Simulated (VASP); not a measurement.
GaSb: energy against volume

GaSb (zinc blende, F-43m, 28.754 Å³/atom and stress up to 0.22 GPa in the relaxed cell, cube axes along x, y and z) under an equal strain ε along all three axes. r2SCAN in VASP (plane waves, PAW), 480 eV, 10×10×10 Γ-centred mesh, Gaussian smearing 0.05 eV; ions are relaxed, or left where forces stay under 0.02 eV/Å, within the symmetry of each cell.

Here V stands for volume and E for E less E0.

```csv
volume (Å³/atom),E less E0 (meV/atom),pressure (GPa)
26.2426,?,?
27.0626,21.34,4.03
27.4789,12.24,2.98
27.8995,5.73,1.98
28.3244,1.71,1.07
28.7535,0.00,0.22
29.1870,0.48,-0.57
29.6248,3.02,-1.30
30.0669,7.54,-1.97
30.5135,13.88,-2.57
```

Problem. Using the third-order Birch-Murnaghan form, a cubic in V^(-2/3), estimate the missing E at V = 26.2426 from the other rows, showing the fit.

Solution. With u = V^(-2/3) - 0.1066, the rows have u = 0.0043397, 0.0032164, 0.0021099, 0.0010200, -0.0000534, -0.0011110, -0.0021529, -0.0031793, -0.0041909. Least squares gives E = 0.027 + 659.0·u + 962595·u² + 3966398·u³. Residuals (row less fit): 0.000, 0.003, -0.010, 0.005, 0.005, 0.002, -0.010, 0.006, 0.000; standard error 0.008 (degrees of freedom: 5). Its minimum lies at u = -0.0003430, so V0 = (0.1062570)^(-3/2) = 28.87. There d²E/du² = 1917000 and d³E/du³ = 2.380e7, so B0 = (4/9) × 28.87^(-7/3) × 1917000 × 0.160218 = 53.4 GPa (the last factor turns the table's units into GPa), and B0' = 4 + (2/3) × 0.1062570 × (2.380e7)/1917000 = 4.9. B0' rests on the cubic coefficient alone and has a standard error of 0.1 from these residuals. At the withheld row, u = 0.0066388, so E = 0.027 + 659.0 × 0.0066388 + 962595 × 0.0066388² + 3966398 × 0.0066388³ = 47.988 meV/atom. The calculation gives 47.83 meV/atom, 0.158 meV/atom below the prediction (0.3 % of the range of E in the table). The row lies outside the fitted rows, so this is an extrapolation. From the scatter of the fitted rows alone, a prediction at this place has a standard error of 0.038 meV/atom, so the miss is 4.2 times that.

This level leaves no gap over 0.05 eV at strain 2.00 %. Spin-orbit coupling is left out, which can shift these values for the heavy elements here. Other structures, which can take over under pressure, weren't tried. The same form fitted to the pressure column gives B0' = 4.9; series where the two differ by over 0.4 aren't shown. Rows are the converged runs of the series near zero and its far end, less any whose ions stayed unrelaxed beside relaxed ones; series whose fitted rows scatter by over a few per cent of the range, as at a crossing or softening among them, aren't shown in this form.
